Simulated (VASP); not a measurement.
# What spin-orbit coupling changes in Pb2Au, part 2 of 4

Aim: run bands, DOS and a relaxation of Pb2Au twice, without and with spin-orbit coupling. All runs use PBEsol. Left out of this account: 1 further run (fields: a reference on another mesh). The start is a computed cell from the Materials Project.

VASP 6.6.1, plane waves and PAW; the level of theory is named at each step.

Still holding for the runs below: The k-mesh is coarse for a metal.

So far. Step 2 (Bands along the symmetry lines (PBEsol)): There is no gap at this level.

### 3. Bands along the symmetry lines (PBEsol + SOC)

This step: PBEsol, spin-orbit coupling; plane waves and PAW (Pb_d, Au) (VASP 6.6.1).

Levels along the symmetry lines show where the bands peak and cross; KPOINTS_OPT computes them in the converged potential. Spin-orbit coupling needs spinors and the noncollinear program, where each band holds one electron.

Contents of INCAR:

```
SYSTEM = Pb2Au
PREC = Accurate
ENCUT = 400
EDIFF = 1E-06
NELM = 100
ISMEAR = -1
SIGMA = 0.05
LREAL = .FALSE.
ALGO = Normal
GGA = PS
LNONCOLLINEAR = .TRUE.
MAGMOM = 0 0 0 0 0 0 0 0 0 0 0 0 0 0 0 0 0 0
NBANDS = 96
GGA_COMPAT = .FALSE.
LASPH = .TRUE.
LSORBIT = .TRUE.
LMAXMIX = 4
LORBIT = 11
LWAVE = .FALSE.
LCHARG = .FALSE.
KPAR = 4
```

Contents of POSCAR:

```
Pb2Au
1.0
   -3.7106617028      3.7158680482      2.8576328593
    3.7106617028     -3.7158680482      2.8576328593
    3.7106617028      3.7158680482     -2.8576328593
Pb Au
4 2
Direct
    0.1596572200      0.1595574500      0.3192146700
    0.6596572200      0.3404425500      0.0000997700
    0.3403427800      0.6595574500      0.9999002300
    0.8403427800      0.8404425500      0.6807853300
    0.7500000000      0.2500000000      0.5000000000
    0.2500000000      0.7500000000      0.5000000000
```

Contents of KPOINTS:

```
Automatic mesh
0
Gamma
6 6 6
0 0 0
```

Contents of KPOINTS_OPT:

```
Line mode
16
Line-mode
Reciprocal
  0.00000000   0.00000000   0.00000000 GAMMA
  0.39785374   0.39785374  -0.39785374 X

  0.39785374   0.39785374  -0.39785374 X
  0.39715367   0.39855380  -0.39715367 L

  0.39715367   0.39855380  -0.39715367 L
  0.00000000   0.50000000   0.00000000 T

  0.00000000   0.50000000   0.00000000 T
  0.25000000   0.25000000   0.25000000 W

  0.25000000   0.25000000   0.25000000 W
  0.50000000   0.00000000   0.00000000 R

  0.50000000   0.00000000   0.00000000 R
  0.60214626  -0.39785374   0.39785374 X1

  0.60214626  -0.39785374   0.39785374 X1
  0.50000000  -0.50000000   0.50000000 Z

  0.50000000  -0.50000000   0.50000000 Z
  0.00000000   0.00000000   0.00000000 GAMMA

  0.00000000   0.00000000   0.00000000 GAMMA
 -0.49929994   0.49929994   0.49929994 Y

 -0.49929994   0.49929994   0.49929994 Y
  0.00000000   0.00000000   0.50000000 S

  0.00000000   0.00000000   0.50000000 S
  0.25000000   0.25000000   0.25000000 W

 -0.39715367   0.60144620   0.39715367 L1
 -0.49929994   0.49929994   0.49929994 Y

  0.49929994  -0.49929994   0.50070006 Y1
  0.50000000  -0.50000000   0.50000000 Z
```

Potentials, in the order of the species: Pb_d and Au (PBE family, release 64).

The run is started by

```
> mpirun -np 4 vasp_ncl
```

What it wrote:

```text
[banner, memory and clock lines left out]
running    4 mpi-ranks, on    1 nodes
 distrk:  each k-point on    1 cores,    4 groups
 distr:  one band on    1 cores,    1 groups

 POSCAR found type information on POSCAR PbAu
 POSCAR found :  2 types and       6 ions
 [... a notice as in an earlier step ...]

 LDA part: xc-table for (Slater+PW92), standard interpolation
 POSCAR, INCAR and KPOINTS ok, starting setup
 FFT: planning ... GRIDC
 FFT: planning ... GRID_SOFT
 FFT: planning ... GRID
 WAVECAR not read
 entering main loop
       N       E                     dE             d eps       ncg     rms          rms(c)
DAV:   1     0.938544701595E+03    0.93854E+03   -0.30770E+04  8832   0.163E+03
DAV:   2     0.109154668530E+03   -0.82939E+03   -0.80211E+03  8912   0.498E+02
DAV:   3    -0.191831232635E+02   -0.12834E+03   -0.12091E+03  9720   0.235E+02
DAV:   4    -0.276660881383E+02   -0.84830E+01   -0.82963E+01 11136   0.608E+01
DAV:   5    -0.279239927819E+02   -0.25790E+00   -0.25728E+00 12576   0.110E+01    0.911E+00
DAV:   6    -0.269323985426E+02    0.99159E+00   -0.52037E+00 10408   0.124E+01    0.776E+00
DAV:   7    -0.268492812291E+02    0.83117E-01   -0.44855E-01  9696   0.403E+00    0.408E+00
DAV:   8    -0.268238102428E+02    0.25471E-01   -0.10362E-01 10760   0.212E+00    0.156E+00
DAV:   9    -0.268211153875E+02    0.26949E-02   -0.15521E-02 11640   0.747E-01    0.300E-01
DAV:  10    -0.268198377691E+02    0.12776E-02   -0.41715E-03 11648   0.513E-01    0.158E-01
DAV:  11    -0.268197589636E+02    0.78806E-04   -0.11357E-03 11200   0.278E-01    0.383E-02
DAV:  12    -0.268197545190E+02    0.44446E-05   -0.65843E-05 10640   0.813E-02    0.189E-02
DAV:  13    -0.268197545982E+02   -0.79212E-07   -0.38340E-06  8168   0.127E-02
   1 F= -.26819755E+02 E0= -.26813102E+02  d E =-.133050E-01  mag=    -0.0000     0.0000    -0.0000
 Start KPOINTS_OPT (optional k-point list driver)
k-point batch [1-46\208]
       N       E                     dE             ncg
DAV:   1     0.318533702525E+05   -0.31671E+05     8832
DAV:   2    -0.636038301311E+04   -0.38214E+05     8896
DAV:   3    -0.122324337866E+05   -0.58721E+04     9616
DAV:   4    -0.125948686478E+05   -0.36243E+03    11208
DAV:   5    -0.126068366322E+05   -0.11968E+02    12528
DAV:   6    -0.126072002948E+05   -0.36366E+00    13448
DAV:   7    -0.126072057167E+05   -0.54219E-02    13584
DAV:   8    -0.126072058132E+05   -0.96481E-04    13432
DAV:   9    -0.126072058154E+05   -0.22204E-05     6424
DAV:  10    -0.126072058159E+05   -0.50573E-06     6144
[...]
k-point batch [185-208\208]
       N       E                     dE             ncg
DAV:   1     0.497307265840E+05   -0.23931E+05     4608
DAV:   2     0.298106273616E+05   -0.19920E+05     4640
DAV:   3     0.267532088101E+05   -0.30574E+04     5088
DAV:   4     0.265466018874E+05   -0.20661E+03     5920
DAV:   5     0.265392731088E+05   -0.73288E+01     6544
DAV:   6     0.265390929100E+05   -0.18020E+00     7024
DAV:   7     0.265390900130E+05   -0.28970E-02     7048
DAV:   8     0.265390899468E+05   -0.66223E-04     7000
DAV:   9     0.265390899450E+05   -0.17939E-05     3744
DAV:  10     0.265390899447E+05   -0.26554E-06     3240
```

It took 26 min on 4 MPI ranks of AMD EPYC 7R43, shared host; peak memory 5.3 GiB.

OUTCAR, selected parts (step 3):

```text
 Found     46 irreducible k-points:

   k-points           NKPTS =     46   k-points in BZ     NKDIM =     46   number of bands    NBANDS=     96

   NELECT =      78.0000    total number of electrons

 E-fermi :   7.2804

 k-point     1 :       0.0000    0.0000    0.0000
  band No.  band energies     occupation
    ...
     78       5.8535      1.00000
     79       6.0151      1.00000
     80       6.0151      1.00000
     81       6.5645      1.00000
     82       6.5645      1.00000
     83       7.5350      0.00611
     84       7.5350      0.00611
     85       8.6556      0.00000
     86       8.6556      0.00000
     87       9.0906      0.00000
    ...

 k-point     2 :       0.1667   -0.0000    0.0000
  band No.  band energies     occupation
    ...
     78       5.9894      1.00000
     79       6.9139      0.99934
     80       6.9139      0.99934
     81       7.2652      0.57588
     82       7.2652      0.57588
     83       8.5598      0.00000
     84       8.5598      0.00000
     85       8.8586      0.00000
     86       8.8586      0.00000
     87       9.8154      0.00000
    ...

  Total       -2.3960344     -2.4266957     -2.8674229     -0.0000000      0.0000000      0.0000000
  in kB      -24.3570992    -24.6687895    -29.1490404     -0.0000000      0.0000000      0.0000000
  external PRESSURE =     -26.0583097 kB  Pullay stress =       0.0000000 kB

 POSITION                                       TOTAL-FORCE (eV/Angst)
 -----------------------------------------------------------------------------------
      1.18413      1.18653      0.00000         0.015444      0.014615      0.000000
     -1.18413      1.18653      2.85763        -0.015444      0.014615     -0.000000
      4.89479      2.52934      0.00000         0.015444     -0.014615      0.000000
      2.52653      2.52934      2.85763        -0.015444     -0.014615      0.000000
     -0.00000      3.71587      1.42882         0.000000     -0.000000      0.000000
      3.71066      0.00000      1.42882         0.000000      0.000000      0.000000
 -----------------------------------------------------------------------------------
    total drift:                               -0.000000      0.000000      0.000000

  FREE ENERGIE OF THE ION-ELECTRON SYSTEM (eV)
  ---------------------------------------------------
  free  energy   TOTEN  =       -26.8197545982 eV

  energy  without entropy=      -26.8064495555  energy(sigma->0) =      -26.81310208

 Spin-Orbit-Coupling matrix elements
 Ion:    1  E_soc:     -1.0336742
 Ion:    2  E_soc:     -1.0336742
 Ion:    3  E_soc:     -1.0336742
 Ion:    4  E_soc:     -1.0336742
 Ion:    5  E_soc:     -0.5400090
 Ion:    6  E_soc:     -0.5400090

 total charge
# of ion       s       p       d       tot
------------------------------------------
    1        1.383   0.730   9.816  11.930
    2        1.383   0.730   9.816  11.930
    3        1.383   0.730   9.816  11.930
    4        1.383   0.730   9.816  11.930
    5        0.624   0.300   8.698   9.622
    6        0.624   0.300   8.698   9.622
--------------------------------------------------
tot          6.781   3.521  56.662  66.964

 magnetization (x)
# of ion       s       p       d       tot
------------------------------------------
    1       -0.000   0.000   0.000   0.000
    2        0.000  -0.000  -0.000  -0.000
    3        0.000  -0.000  -0.000  -0.000
    4       -0.000   0.000   0.000   0.000
    5        0.000   0.000   0.000   0.000
    6        0.000   0.000   0.000   0.000
--------------------------------------------------
tot          0.000  -0.000   0.000  -0.000

 magnetization (y)
# of ion       s       p       d       tot
------------------------------------------
    1        0.000   0.000  -0.000   0.000
    2       -0.000   0.000   0.000  -0.000
    3       -0.000   0.000   0.000  -0.000
    4        0.000   0.000  -0.000   0.000
    5        0.000  -0.000   0.000   0.000
    6        0.000  -0.000   0.000   0.000
--------------------------------------------------
tot          0.000  -0.000   0.000   0.000

 magnetization (z)
# of ion       s       p       d       tot
------------------------------------------
    1       -0.000   0.000  -0.000  -0.000
    2        0.000  -0.000   0.000   0.000
    3        0.000  -0.000   0.000   0.000
    4       -0.000   0.000  -0.000  -0.000
    5        0.000   0.000  -0.000  -0.000
    6        0.000   0.000  -0.000  -0.000
--------------------------------------------------
tot         -0.000  -0.000  -0.000  -0.000

[... 8 parts as in an earlier step ...]

[... 5 further parts left out ...]
```

At this level the cell is under a tension of 2.6 GPa, so at these settings it is away from equilibrium.

This step gave:

```yaml
scf_cycles: 13
bands: 96
free_energy_toten: -26.82 eV
energy_at_zero_smearing: -26.81 eV
fermi_energy: 7.280 eV
pressure: -2.606 GPa
```

On-site spin-orbit energy by atom:

```
atom  on-site spin-orbit energy (eV)
 Pb1                           -1.03
 Pb2                           -1.03
 Pb3                           -1.03
 Pb4                           -1.03
 Au5                           -0.54
 Au6                           -0.54
```

The electronic bands at the labelled points (eV, zero at the Fermi level; # counts the bands kept, so #1 is VASP's band 41):

```
          point    #35    #36    #37    #38    #39    #40    #41    #42
              Γ  -1.46  -1.46  -1.43  -1.43  -1.27  -1.27  -0.72  -0.72
0.47 of the way  -2.00  -2.00  -1.60  -1.60   1.18   1.18   1.88   1.88
              X  -0.14  -0.14  -0.01  -0.01   0.17   0.17   2.86   2.86
0.47 of the way  -0.14  -0.14  -0.01  -0.01   0.17   0.17   2.86   2.86
              L  -0.14  -0.14  -0.01  -0.01   0.17   0.17   2.86   2.86
0.53 of the way  -0.88  -0.88  -0.10  -0.10   0.76   0.76   1.64   1.64
              T  -1.23  -1.23   0.22   0.22   0.22   0.22   1.66   1.66
0.53 of the way  -1.30  -1.30  -0.02  -0.02   0.16   0.16   1.49   1.49
              W  -1.64  -1.64   0.32   0.32   0.32   0.32   1.15   1.15
0.47 of the way  -1.31  -1.31  -0.03  -0.03   0.15   0.15   1.49   1.49
              R  -1.24  -1.24   0.22   0.22   0.22   0.22   1.66   1.66
0.47 of the way  -0.88  -0.88  -0.10  -0.10   0.75   0.75   1.63   1.63
             X1  -0.14  -0.14  -0.01  -0.01   0.17   0.17   2.86   2.86
0.47 of the way   0.46   0.46   0.56   0.56   0.89   0.89   2.35   2.35
              Z   0.83   0.83   0.98   0.98   1.62   1.62   2.09   2.09
0.47 of the way  -1.11  -1.11  -0.18  -0.18   0.80   0.80   1.14   1.14
              Γ  -1.46  -1.46  -1.43  -1.43  -1.27  -1.27  -0.72  -0.72
0.53 of the way  -1.11  -1.11  -0.19  -0.19   0.80   0.80   1.14   1.14
              Y   0.83   0.83   0.98   0.98   1.62   1.62   2.09   2.09
0.47 of the way  -0.05  -0.05   0.25   0.25   0.66   0.66   1.57   1.57
              S  -1.83  -1.83  -0.79  -0.79  -0.32  -0.32   1.37   1.37
0.47 of the way  -1.26  -1.26  -0.55  -0.55   0.37   0.37   1.06   1.06
              W  -1.64  -1.64   0.32   0.32   0.32   0.32   1.15   1.15
     jump to L1  -0.14  -0.14  -0.01  -0.01   0.17   0.17   2.86   2.86
0.47 of the way   0.46   0.46   0.56   0.56   0.89   0.89   2.35   2.35
              Y   0.83   0.83   0.98   0.98   1.62   1.62   2.09   2.09
```

Of the projections kept (Pb, Au), the largest for each band there; the rest of the weight can lie on other orbitals:

```csv
point,#35,#36,#37,#38,#39,#40,#41,#42
Γ,Pb 0.51,Pb 0.51,Pb 0.57,Pb 0.57,Pb 0.50,Pb 0.50,Pb 0.63,Pb 0.63
X,Pb 0.70,Pb 0.70,Pb 0.62,Pb 0.62,Pb 0.61,Pb 0.61,Pb 0.87,Pb 0.87
L,Pb 0.70,Pb 0.70,Pb 0.62,Pb 0.62,Pb 0.62,Pb 0.62,Pb 0.87,Pb 0.87
T,Pb 0.50,Pb 0.50,Pb 0.80,Pb 0.80,Pb 0.80,Pb 0.80,Pb 0.69,Pb 0.69
W,Pb 0.82,Pb 0.82,Au 0.51,Au 0.51,Au 0.51,Au 0.51,Pb 0.55,Pb 0.55
R,Au 0.51,Au 0.51,Pb 0.80,Pb 0.80,Pb 0.80,Pb 0.79,Pb 0.68,Pb 0.68
```

There is no gap at this level. Without the coupling there was no gap either. The run took 4.0 times the core time, with 96 spinor bands against 58.

[end of part 2 of 4]

[Lines on the potential files, build, host, timing and source positions are cut from VASP's logs without a mark.]

[Logs are printed without paths, hosts, clocks, repeated set-up lines and the standing remarks that a program may print on its own settings, such as how far it seeks lower states.]

[Hosts, paths, dates, database ids (printed as entryN), source tags and the programs' standing remarks are cut or masked in the printed files.]

[A measured line is paired with the nearest computed mode of its activity, which favours agreement.]
